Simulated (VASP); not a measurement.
Data:

```xyz
2
Lattice="2.9301 0.0000 0.0000 0.0000 2.9301 0.0000 0.0000 0.0000 2.9301" Properties=species:S:1:pos:R:3 pbc="T T T"
Ga     1.4650     1.4650     1.4650
Co     0.0000     0.0000     0.0000
```

These are optB88-vdW, VASP's PBE PAW potentials (set 64) (plane waves; VASP) values and carry that method's errors. Run with 520 eV cut-off, 13×13×13 Γ-centred mesh, first-order Methfessel-Paxton smearing of 0.10 eV, potentials Ga_d Co.

Task: Give the stress tensor in GPa (positive for a compressed cell).

Result: 
```
-9.03   0.00   0.00
 0.00  -9.03   0.00
 0.00   0.00  -9.03
```
The pressure is its mean diagonal, -9.03 GPa.

The compound is CoGa in the CsCl type structure. This cell is one point of a volume scan, at 1.06 of the reference volume. The run is not spin-polarised, so no magnetic state was tried.
